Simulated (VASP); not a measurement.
# A VASP study of GaP (r2SCAN + rVV10): structure first, properties next, part 2 of 2

How well does r2SCAN + rVV10 reproduce what experiment finds for GaP? The cell is relaxed first, and properties follow on it. The start is a cell from a database of measured crystal structures.

VASP 6.6.1, plane waves and PAW; the level of theory is named at each step.

So far. Step 12 (Volume scan with r2SCAN + rVV10 (run 6)): The run ends at a pressure of -3.23 GPa.

### 13. Volume scan with r2SCAN + rVV10 (run 7)

A prediction first. A parabola through the 6 pressures of evenly scaled cells so far, P = 0.05 -91.8 t +210 t² GPa with t = ln(V/V₁) and V₁ the volume at scale 1, gives -4.58 GPa at t = +0.0583.

File INCAR:

```
SYSTEM = GaP
PREC = Accurate
ENCUT = 400
EDIFF = 1E-06
NELM = 100
ISMEAR = 0
SIGMA = 0.05
LREAL = .FALSE.
ALGO = Normal
METAGGA = R2SCAN
LUSE_VDW = .TRUE.
IVDW_NL = 2
BPARAM = 11.95
CPARAM = 0.0093
LASPH = .TRUE.
NBANDS = 15
LORBIT = 11
LWAVE = .FALSE.
LCHARG = .FALSE.
KPAR = 2
ISIF = 2
```

File POSCAR:

```
GaP
1.0
    0.0000000000      2.7679373759      2.7679373759
    2.7679373759      0.0000000000      2.7679373759
    2.7679373759      2.7679373759      0.0000000000
Ga P
1 1
Direct
    0.0000000000      0.0000000000      0.0000000000
    0.2500000000      0.2500000000      0.2500000000
```

File KPOINTS:

```
Automatic mesh
0
Gamma
7 7 7
0 0 0
```

The projector-augmented-wave data sets are Ga_d and P (PBE family, release 64).

Started as:

```sh
mpirun -np 2 vasp_std
```

Wall time 45 s (2 MPI ranks of Intel Xeon Platinum 8488C (Sapphire Rapids), shared host); peak memory 0.49 GiB; 87 s of CPU time.

The pressure falls from -3.23 to -4.60 GPa. The parabola predicted -4.58 GPa, +0.02 GPa off.

### 14. Side by side

Times are for 2 MPI ranks of Intel Xeon Platinum 8488C (Sapphire Rapids), shared host. The runs compared:

```tsv
no.	volume scale	energy above the lowest point (meV/atom)	pressure (GPa)	gap on the k-mesh (eV)	time	memory (GiB)
1	0.94	25.17	6.537	1.664	60 s	0.49
2	0.96	11.25	4.145	1.706	59 s	0.49
3	0.98	3.01	1.994	1.746	65 s	0.49
4	1	0	0.05428	1.782	62 s	0.49
5	1.02	1.44	-1.681	1.815	58 s	0.49
6	1.04	7.11	-3.226	1.846	62 s	0.49
7	1.06	16.39	-4.604	1.874	45 s	0.49
```

### 15. Fit for r2SCAN + rVV10

This step: Birch-Murnaghan fit, r2SCAN with rVV10; plane waves and PAW (VASP 6.6.1).

Derived from the runs above.

Numbers from this step:

- pressure derivative of the bulk modulus: 4.543
- r.m.s. error of the fit: 2.29e-5 eV/atom
- minimum inside the sampled range: yes
- bulk modulus: 90.50 GPa
- equilibrium volume of the fit: 20.07 Å³/atom

The energy above the fitted minimum by volume:

```tsv
volume (Å³/atom)	energy above the fitted minimum (eV/atom)
18.806	0.0253
19.206	0.0113
19.606	0.00311
20.006	9.2e-5
20.406	0.00153
20.806	0.00720
21.206	0.0165
```

The fitted volume lies +0.31 % from the relaxed one. At a finite cutoff and mesh the minimum of the energy and the zero of the stress don't quite coincide, and the relaxation stops at a threshold.

### 16. Independent-particle dielectric function (r2SCAN + rVV10)

This step: r2SCAN with rVV10; plane waves and PAW (Ga_d, P) (VASP 6.6.1).

LOPTICS sums transitions from filled to empty bands. The mesh is finer than in the run before. NBANDS is raised for it.

Edit INCAR of step 13 so:

```diff
@@ -15,3 +15,3 @@
 LASPH = .TRUE.
-NBANDS = 15
+NBANDS = 25
 LORBIT = 11
@@ -20,2 +20,4 @@
 KPAR = 2
-ISIF = 2
+LOPTICS = .TRUE.
+NEDOS = 1500
+CSHIFT = 0.1
```

File POSCAR:

```
GaP
1.0
    0.0000000000      2.7146945537      2.7146945537
    2.7146945537      0.0000000000      2.7146945537
    2.7146945537      2.7146945537      0.0000000000
Ga P
1 1
Direct
    0.0000000000      0.0000000000      0.0000000000
    0.2500000000      0.2500000000      0.2500000000
```

File KPOINTS:

```
Automatic mesh
0
Gamma
11 11 11
0 0 0
```

Started as:

```sh
mpirun -np 2 vasp_std
```

Elapsed: 2.4 min, on 2 MPI ranks; peak memory 0.53 GiB.

These are independent-particle spectra without excitons or local fields, and fine structure depends on the mesh and on CSHIFT.

This step gave:

```
SCF cycles                     : 12
bands                          : 25
irreducible k-points           : 56
free energy (TOTEN)            : -20.95 eV
Fermi energy                   : 4.769 eV
pressure                       : 0.08331 GPa
conduction bottom at k         : 0.4545, 0.4545, 0
gap on the k-mesh              : 1.795 eV
least direct gap on the k-mesh : 2.428 eV
```

The imaginary dielectric function, xx has structure finer than the step of the table below, so its rows give means over 1 eV, whole bins alone (the curve runs from 0 to 25.0 eV). Peaks (eV: height): 3.3: 11.2, 4.8: 34.1, 5.7: 21.9.

Table of imaginary dielectric function, xx by photon energy; means over each step:

```tsv
photon energy (eV)	imaginary dielectric function, xx
1	0.0958
2	0.466
3	5.01
4	12.3
5	19.9
6	13.9
7	5.74
8	3.77
9	2.49
10	1.85
11	1.26
12	0.768
13	0.595
14	0.454
15	0.305
16	0.275
17	0.213
18	0.230
19	0.232
20	0.221
21	0.199
22	0.147
23	0.123
24	0.115
```

The real dielectric function, xx by photon energy:

photon energy (eV), real dielectric function, xx and a bar from the least value:
```
        0        9.6 ####################
        1       10.1 #####################
        2       11.8 #######################
        3       18.2 ##############################
        4       17.3 #############################
        5       -8.8 
        6       -7.0 ##
        7       -4.9 ####
        8       -4.0 #####
        9       -3.1 ######
       10       -2.1 #######
       11       -1.8 ########
       12       -1.2 ########
       13       -1.0 #########
       14       -0.7 #########
       15       -0.4 #########
       16       -0.2 ##########
       17        0.0 ##########
       18        0.1 ##########
       19        0.2 ##########
       20        0.3 ##########
       21        0.4 ##########
       22        0.4 ##########
       23        0.4 ##########
       24        0.5 ##########
```

The mean of ε2 over directions passes 5 % of its top at 2.87 eV, against a least direct gap of 2.43 eV on this mesh, so the first direct transitions are weak, forbidden or few. The indirect gap (1.78 eV in the band run) doesn't show, since phonons are left out.

### 17. Band structure (r2SCAN + rVV10 + SOC)

This step: r2SCAN with rVV10, spin-orbit coupling; plane waves and PAW (Ga_d, P) (VASP 6.6.1).

The mesh alone shows little of the dispersion and can miss band extrema, so KPOINTS_OPT adds a path through the symmetry points after the self-consistent cycle. Spin-orbit coupling needs spinors and the noncollinear program, where each band holds one electron.

Edit INCAR of step 16 so:

```diff
@@ -15,3 +15,7 @@
 LASPH = .TRUE.
-NBANDS = 25
+LNONCOLLINEAR = .TRUE.
+MAGMOM = 0 0 0 0 0 0
+NBANDS = 30
+GGA_COMPAT = .FALSE.
+LSORBIT = .TRUE.
 LORBIT = 11
@@ -20,4 +24 @@
 KPAR = 2
-LOPTICS = .TRUE.
-NEDOS = 1500
-CSHIFT = 0.1
```

POSCAR is that of step 16.

File KPOINTS:

```
Automatic mesh
0
Gamma
6 6 6
0 0 0
```

File KPOINTS_OPT:

```
Line mode
16
Line-mode
Reciprocal
  0.00000000   0.00000000   0.00000000 GAMMA
  0.50000000   0.00000000   0.50000000 X

  0.50000000   0.00000000   0.50000000 X
  0.50000000   0.25000000   0.75000000 W

  0.50000000   0.25000000   0.75000000 W
  0.37500000   0.37500000   0.75000000 K

  0.37500000   0.37500000   0.75000000 K
  0.00000000   0.00000000   0.00000000 GAMMA

  0.00000000   0.00000000   0.00000000 GAMMA
  0.50000000   0.50000000   0.50000000 L

  0.50000000   0.50000000   0.50000000 L
  0.62500000   0.25000000   0.62500000 U

  0.62500000   0.25000000   0.62500000 U
  0.50000000   0.25000000   0.75000000 W

  0.50000000   0.25000000   0.75000000 W
  0.50000000   0.50000000   0.50000000 L

  0.50000000   0.50000000   0.50000000 L
  0.37500000   0.37500000   0.75000000 K

  0.62500000   0.25000000   0.62500000 U
  0.50000000   0.00000000   0.50000000 X
```

Started as:

```sh
mpirun -np 2 vasp_ncl
```

Wall time 11 min (2 MPI ranks); peak memory 0.79 GiB; 22 min of CPU time.

Numbers from this step:

- SCF cycles: 13
- bands: 30
- irreducible k-points: 22
- free energy (TOTEN): -20.94 eV
- Fermi energy: 4.829 eV
- pressure: 0.1157 GPa
- least gap on mesh and path: 1.752 eV
- least direct gap on mesh and path: 2.400 eV
- conduction bottom at k: 0.4333, 0, 0.4333

On-site spin-orbit energy by atom:

```tsv
atom	on-site spin-orbit energy (eV)
Ga1	-0.0113
P2	-0.0008
```

The electronic bands at the labelled points (eV, zero at the valence-band top; v1 is the highest filled band, c1 the lowest empty one):

```tsv
point	v4	v3	v2	v1	c1	c2	c3	c4
Γ	0.00	0.00	0.00	0.00	2.40	2.40	4.03	4.03
0.47 of the way	-1.69	-1.69	-1.67	-1.67	2.50	2.50	4.22	4.22
X	-2.89	-2.89	-2.87	-2.87	1.80	1.80	2.02	2.02
0.47 of the way	-3.34	-3.32	-3.27	-3.24	2.82	2.84	3.07	3.07
W	-3.82	-3.80	-3.67	-3.62	4.97	4.97	5.31	5.34
0.47 of the way	-4.07	-4.05	-3.06	-3.04	3.53	3.55	5.23	5.23
K	-4.20	-4.18	-2.42	-2.42	2.39	2.39	5.15	5.16
0.53 of the way	-2.39	-2.37	-0.64	-0.63	3.66	3.67	5.12	5.18
Γ	0.00	0.00	0.00	0.00	2.40	2.40	4.03	4.03
0.47 of the way	-0.70	-0.70	-0.64	-0.64	2.60	2.60	4.96	4.96
L	-1.25	-1.25	-1.18	-1.18	2.02	2.02	4.97	4.97
0.47 of the way	-2.98	-2.97	-1.69	-1.68	3.09	3.09	5.12	5.13
U	-4.20	-4.18	-2.42	-2.42	2.39	2.39	5.15	5.16
0.53 of the way	-4.07	-4.05	-3.06	-3.04	3.53	3.55	5.23	5.23
W	-3.82	-3.80	-3.67	-3.62	4.97	4.97	5.31	5.34
0.47 of the way	-3.52	-3.50	-2.20	-2.17	3.90	3.91	4.58	4.63
L	-1.25	-1.25	-1.18	-1.18	2.02	2.02	4.97	4.97
0.47 of the way	-2.98	-2.97	-1.69	-1.68	3.09	3.09	5.12	5.13
K	-4.20	-4.18	-2.42	-2.42	2.39	2.39	5.15	5.16
jump to U	-4.20	-4.18	-2.42	-2.42	2.39	2.39	5.15	5.16
0.53 of the way	-3.41	-3.39	-2.78	-2.78	2.01	2.01	2.86	2.87
X	-2.89	-2.89	-2.87	-2.87	1.80	1.80	2.02	2.02
```

Of the projections kept (Ga, P), the largest for each band there; the rest of the weight can lie on other orbitals:

```tsv
point	v4	v3	v2	v1	c1	c2	c3	c4
Γ	P 0.71	P 0.71	P 0.71	P 0.71	Ga 0.50	Ga 0.50	Ga 0.92	Ga 0.92
X	P 0.58	P 0.58	P 0.59	P 0.59	Ga 0.73	Ga 0.73	Ga 0.76	Ga 0.76
W	P 0.60	P 0.60	P 0.53	P 0.53	P 0.64	P 0.64	Ga 0.50	Ga 0.50
K	P 0.56	P 0.56	P 0.59	P 0.59	Ga 0.73	Ga 0.74	Ga 0.53	Ga 0.52
Γ	P 0.71	P 0.71	P 0.71	P 0.71	Ga 0.50	Ga 0.50	Ga 0.92	Ga 0.92
L	P 0.63	P 0.63	P 0.64	P 0.64	Ga 0.66	Ga 0.66	Ga 0.84	Ga 0.84
```

The gap moves by -0.03 eV against r2SCAN with rVV10, which ran on another mesh.

The path shows an indirect gap of 1.75 eV (valence top at Γ, conduction bottom between Γ and X). The least direct gap is 2.40 eV.

### 18. Starting orbitals for the hybrid

This step: r2SCAN; plane waves and PAW (Ga_d, P) (VASP 6.6.1).

A hybrid converges badly from random orbitals, so a cheap semilocal run writes a WAVECAR on the same mesh first.

File INCAR:

```
SYSTEM = GaP
PREC = Accurate
ENCUT = 400
EDIFF = 1E-05
NELM = 100
ISMEAR = 0
SIGMA = 0.05
LREAL = .FALSE.
ALGO = Normal
METAGGA = R2SCAN
LASPH = .TRUE.
NBANDS = 15
LORBIT = 11
LWAVE = .TRUE.
LCHARG = .FALSE.
KPAR = 2
```

POSCAR is that of step 17.

File KPOINTS:

```
Automatic mesh
0
Gamma
5 5 5
0 0 0
```

Started as:

```sh
mpirun -np 2 vasp_std
```

Elapsed: 17 s, on 2 MPI ranks; peak memory 0.29 GiB.

A gap read on the k-mesh alone can miss the band edges.

This step gave:

| Quantity | Value |
| --- | --- |
| SCF cycles | 11 |
| bands | 15 |
| irreducible k-points | 10 |
| free energy (TOTEN) | -21.42 eV |
| Fermi energy | 4.844 eV |
| pressure | 0.9485 GPa |
| conduction bottom at k | 0.4, 0.4, 0 |
| gap on the k-mesh | 1.834 eV |
| least direct gap on the k-mesh | 2.444 eV |

### 19. Band structure (HSE06)

This step: HSE06; plane waves and PAW (Ga_d, P) (VASP 6.6.1).

HSE06 mixes in a quarter of exact exchange at short range, at far higher cost; in semiconductors this cures much of the gap error, while metals seldom gain.

File INCAR:

```
SYSTEM = GaP
PREC = Accurate
ENCUT = 400
EDIFF = 1E-06
NELM = 100
ISMEAR = 0
SIGMA = 0.05
LREAL = .FALSE.
ALGO = Normal
LHFCALC = .TRUE.
AEXX = 0.25
GGA = PE
HFSCREEN = 0.2
LASPH = .TRUE.
NBANDS = 15
PRECFOCK = Fast
LORBIT = 11
LWAVE = .FALSE.
LCHARG = .FALSE.
KPAR = 2
```

POSCAR is that of step 18.

KPOINTS is that of step 18.

Edit KPOINTS_OPT of step 17 so:

```diff
@@ -1,3 +1,3 @@
 Line mode
-16
+6
 Line-mode
```

The run starts from files that an earlier step left in the folder.

Started as:

```sh
mpirun -np 2 vasp_std
```

Run time: 10 min. Hardware: 2 MPI ranks; peak memory 0.52 GiB; 20 min of CPU time.

The k-mesh is coarse for exact exchange; levels may shift by about 0.1 eV on a finer one.

Numbers from this step:

| Item | Value |
| --- | --- |
| SCF cycles | 7 |
| free energy (TOTEN) | -10.78 eV |
| Fermi energy | 4.537 eV |
| least gap on mesh and path | 2.286 eV |
| least direct gap on mesh and path | 2.932 eV |
| conduction bottom at k | 0.4, 0, 0.4 |

Electronic bands along the path, in eV, zero at the valence-band top; v1 is the highest filled band, c1 the lowest empty one:

```tsv
point	v3	v2	v1	c1	c2	c3	c4
Γ	0.00	0.00	0.00	2.93	4.79	4.79	4.79
0.40 of the way	-2.97	-1.40	-1.40	3.34	4.95	7.01	7.01
X	-7.39	-2.97	-2.97	2.29	2.58	12.18	12.18
0.40 of the way	-7.31	-3.34	-3.28	3.09	3.39	10.43	10.54
W	-7.14	-3.96	-3.75	5.54	6.06	7.07	7.21
0.40 of the way	-7.13	-4.17	-3.26	4.37	5.89	7.82	8.17
K	-7.15	-4.35	-2.49	2.93	5.79	9.52	9.54
0.40 of the way	-5.42	-3.33	-1.07	4.26	6.45	6.55	7.04
Γ	0.00	0.00	0.00	2.93	4.79	4.79	4.79
0.60 of the way	-5.13	-0.89	-0.89	2.93	5.77	5.77	8.33
L	-7.31	-1.23	-1.23	2.57	5.64	5.64	9.30
0.40 of the way	-7.15	-2.71	-1.61	3.63	5.51	6.54	9.39
U	-7.15	-4.35	-2.49	2.93	5.79	9.52	9.54
0.60 of the way	-7.13	-4.17	-3.26	4.37	5.89	7.82	8.17
W	-7.14	-3.96	-3.75	5.54	6.06	7.07	7.21
0.40 of the way	-6.99	-3.88	-2.47	4.70	5.29	7.72	9.15
L	-7.31	-1.23	-1.23	2.57	5.64	5.64	9.30
0.40 of the way	-7.15	-2.71	-1.61	3.63	5.51	6.54	9.39
K	-7.15	-4.35	-2.49	2.93	5.79	9.52	9.54
jump to U	-7.15	-4.35	-2.49	2.93	5.79	9.52	9.54
0.60 of the way	-7.35	-3.39	-2.89	2.48	3.19	11.28	11.42
X	-7.39	-2.97	-2.97	2.29	2.58	12.18	12.18
```

Of the projections kept (Ga, P), the largest for each band there; the rest of the weight can lie on other orbitals:

```tsv
point	v3	v2	v1	c1	c2	c3	c4
Γ	P 0.71	P 0.71	P 0.71	P 0.51	Ga 0.92	Ga 0.92	Ga 0.92
X	Ga 0.74	P 0.59	P 0.59	Ga 0.72	Ga 0.78	Ga 0.64	Ga 0.64
W	Ga 0.76	P 0.60	P 0.53	P 0.64	Ga 0.51	Ga 0.96	Ga 0.76
K	Ga 0.73	P 0.56	P 0.59	Ga 0.74	Ga 0.53	Ga 0.55	Ga 0.64
Γ	P 0.71	P 0.71	P 0.71	P 0.51	Ga 0.92	Ga 0.92	Ga 0.92
L	Ga 0.62	P 0.63	P 0.63	Ga 0.66	Ga 0.85	Ga 0.85	P 0.58
```

The gap moves by +0.50 eV against r2SCAN with rVV10, which ran on another mesh.

### 20. Band structure (TB-mBJ)

This step: TB-mBJ; plane waves and PAW (Ga_d, P) (VASP 6.6.1).

Levels along the symmetry lines show where the bands peak and cross; KPOINTS_OPT computes them in the converged potential. TB-mBJ is a local potential fitted to gaps: it costs far less than a hybrid but gives no energy.

File INCAR:

```
SYSTEM = GaP
PREC = Accurate
ENCUT = 400
EDIFF = 1E-06
NELM = 150
ISMEAR = 0
SIGMA = 0.05
LREAL = .FALSE.
ALGO = Normal
METAGGA = MBJ
LASPH = .TRUE.
NBANDS = 21
LORBIT = 11
LWAVE = .FALSE.
LCHARG = .FALSE.
KPAR = 2
```

POSCAR is that of step 19.

File KPOINTS:

```
Automatic mesh
0
Gamma
7 7 7
0 0 0
```

Edit KPOINTS_OPT of step 19 so:

```diff
@@ -1,3 +1,3 @@
 Line mode
-6
+16
 Line-mode
```

Started as:

```sh
mpirun -np 2 vasp_std
```

The job ended after 62 s (2 MPI ranks; peak memory 0.32 GiB; 2 min of CPU time).

This functional is a potential without an energy, so its energies, forces and stress mean nothing and are not read.

This step gave:

```
SCF cycles                        : 40
bands                             : 21
irreducible k-points              : 20
Fermi energy                      : 4.951 eV
least gap on mesh and path        : 2.359 eV
least direct gap on mesh and path : 3.047 eV
conduction bottom at k            : 0.4286, 0.4286, 0
```

The electronic bands at the labelled points (eV, zero at the valence-band top; v1 is the highest filled band, c1 the lowest empty one):

```tsv
point	v3	v2	v1	c1	c2	c3	c4
Γ	0.00	0.00	0.00	3.05	4.61	4.61	4.61
0.47 of the way	-3.09	-1.46	-1.46	3.06	4.70	7.18	7.18
X	-6.40	-2.57	-2.57	2.40	2.64	11.78	11.78
0.47 of the way	-6.32	-2.96	-2.88	3.33	3.59	9.56	9.61
W	-6.19	-3.38	-3.21	5.29	5.72	6.82	6.93
0.47 of the way	-6.18	-3.60	-2.69	4.01	5.59	7.64	8.03
K	-6.19	-3.72	-2.15	2.97	5.53	9.04	9.04
0.53 of the way	-3.68	-2.05	-0.54	4.17	5.49	5.61	6.64
Γ	0.00	0.00	0.00	3.05	4.61	4.61	4.61
0.47 of the way	-3.31	-0.56	-0.56	3.19	5.41	5.41	6.88
L	-6.32	-1.06	-1.06	2.63	5.40	5.40	9.25
0.47 of the way	-6.15	-2.60	-1.48	3.60	5.50	6.50	8.73
U	-6.19	-3.72	-2.15	2.97	5.53	9.04	9.04
0.53 of the way	-6.18	-3.60	-2.69	4.01	5.59	7.64	8.03
W	-6.19	-3.38	-3.21	5.29	5.72	6.82	6.93
0.47 of the way	-6.08	-3.10	-1.91	4.34	5.03	7.33	8.56
L	-6.32	-1.06	-1.06	2.63	5.40	5.40	9.25
0.47 of the way	-6.15	-2.60	-1.48	3.60	5.50	6.50	8.73
K	-6.19	-3.72	-2.15	2.97	5.53	9.04	9.04
jump to U	-6.19	-3.72	-2.15	2.97	5.53	9.04	9.04
0.53 of the way	-6.36	-3.01	-2.47	2.60	3.38	10.59	10.70
X	-6.40	-2.57	-2.57	2.40	2.64	11.78	11.78
```

Of the projections kept (Ga, P), the largest for each band there; the rest of the weight can lie on other orbitals:

```tsv
point	v3	v2	v1	c1	c2	c3	c4
Γ	P 0.72	P 0.72	P 0.72	P 0.51	Ga 0.91	Ga 0.91	Ga 0.91
X	Ga 0.71	P 0.63	P 0.63	Ga 0.72	Ga 0.77	Ga 0.63	Ga 0.63
W	Ga 0.73	P 0.63	P 0.58	P 0.61	Ga 0.52	Ga 0.95	Ga 0.75
K	Ga 0.71	P 0.60	P 0.63	Ga 0.74	Ga 0.53	Ga 0.63	Ga 0.54
Γ	P 0.72	P 0.72	P 0.72	P 0.51	Ga 0.91	Ga 0.91	Ga 0.91
L	Ga 0.59	P 0.67	P 0.67	Ga 0.66	Ga 0.84	Ga 0.84	P 0.62
```

The gap moves by +0.58 eV against r2SCAN with rVV10.

### 21. Total energy, forces and stress (r2SCAN + rVV10), changed input

This step: r2SCAN with rVV10; plane waves and PAW (Ga_d, P) (VASP 6.6.1).

A single point gives energy, forces and stress at these settings. Some settings are moved from the usual, to see what they do.

File INCAR:

```
SYSTEM = GaP
PREC = Low
ENCUT = 400
EDIFF = 1E-06
NELM = 100
ISMEAR = 0
SIGMA = 0.05
LREAL = .FALSE.
ALGO = Normal
METAGGA = R2SCAN
LUSE_VDW = .TRUE.
IVDW_NL = 2
BPARAM = 11.95
CPARAM = 0.0093
LASPH = .TRUE.
NBANDS = 15
LORBIT = 11
LWAVE = .FALSE.
LCHARG = .FALSE.
KPAR = 2
ISIF = 2
```

POSCAR is that of step 20.

KPOINTS is that of step 20.

Started as:

```sh
mpirun -np 2 vasp_std
```

Run time: 12 s. Hardware: 2 MPI ranks; peak memory 0.26 GiB; 23 s of CPU time.

The run converged; its settings lie outside those of the reference runs, so its numbers are set aside.

Against the sound run on this cell (volume scan with r2SCAN + rVV10) the energy at zero smearing moves by -9.8 meV an atom and the pressure by +0.68 GPa.

Settings moved from the usual: PREC = Low.

PREC = Low changes the FFT grids.

### 22. Summary of results

```
relaxed volume                                             : 20.01 Å³/atom
relaxed conventional cell a, b, c                          : 5.429, 5.429, 5.429 Å
space group after relaxing, within 0.02 Å                  : F-43m (No. 216)
band gap                                                   : 1.78 eV, indirect (least direct gap of that run 2.43 eV)
gap among the points of the DOS mesh alone, an upper bound : 1.80 eV
bulk modulus from the fit                                  : 90.5 GPa
volume from the fit                                        : 20.1 Å³/atom
strongest peak of ε2, mean over directions                 : 4.82 eV
ε1 at zero frequency, no local fields, mean                : 9.63
band gap (r2SCAN + rVV10 + SOC)                            : 1.75 eV, indirect (least direct gap of that run 2.40 eV)
band gap (HSE06)                                           : 2.29 eV, indirect (least direct gap of that run 2.93 eV)
band gap (TB-mBJ)                                          : 2.36 eV, indirect (least direct gap of that run 3.05 eV)
```

In words: With r2SCAN + rVV10, GaP relaxes to 20.01 Å³/atom in space group F-43m (held by the symmetry of the run), has an indirect gap of 1.78 eV (2.29 eV with HSE06) and has a bulk modulus of 90.5 GPa. Against the listed cell the volume lies -1.2 %. Bands along the symmetry lines (r2SCAN + rVV10): On this path the gap is indirect, 1.78 eV, with the valence top at Γ and the conduction bottom between Γ and X. The least direct gap is 2.43 eV. Band structure (r2SCAN + rVV10 + SOC): The path shows an indirect gap of 1.75 eV (valence top at Γ, conduction bottom between Γ and X). The least direct gap is 2.40 eV. Band structure (HSE06): On this path the gap is indirect, 2.29 eV, with the valence top at Γ and the conduction bottom between Γ and X. The least direct gap is 2.93 eV. Band structure (TB-mBJ): On this path the gap is indirect, 2.36 eV, with the valence top at Γ and the conduction bottom between Γ and X. The least direct gap is 3.05 eV. The other levels ran on the cell relaxed with r2SCAN + rVV10, and without spin-orbit coupling unless named. Semilocal functionals usually underestimate gaps. No search among competing phases was made, and a listed structure need not be the one stable at ambient conditions. All values are for a static lattice at zero temperature.

Comparison with the measured values:

| quantity | measured | Birch-Murnaghan fit, r2SCAN with rVV10 |
| --- | --- | --- |
| bulk modulus (GPa) | 87.5 | 90 (+3.4 %) |

Measured values from arxiv:1709.06667 (2017).

Verdict: The bulk modulus is off by +3.4 %: good agreement. The grades are ours: good and fair within 5 and 12 % for the bulk modulus. For bulk modulus the calculation has a static lattice, without zero-point motion or thermal expansion.

[Lines on the potential files, build, host, timing and source positions are cut from VASP's logs without a mark.]

[Logs are printed without paths, hosts, clocks, repeated set-up lines and the standing remarks that a program may print on its own settings, such as how far it seeks lower states.]

[Hosts, paths, dates, database ids (printed as entryN), source tags and the programs' standing remarks are cut or masked in the printed files.]

[A measured line is paired with the nearest computed mode of its activity, which favours agreement.]
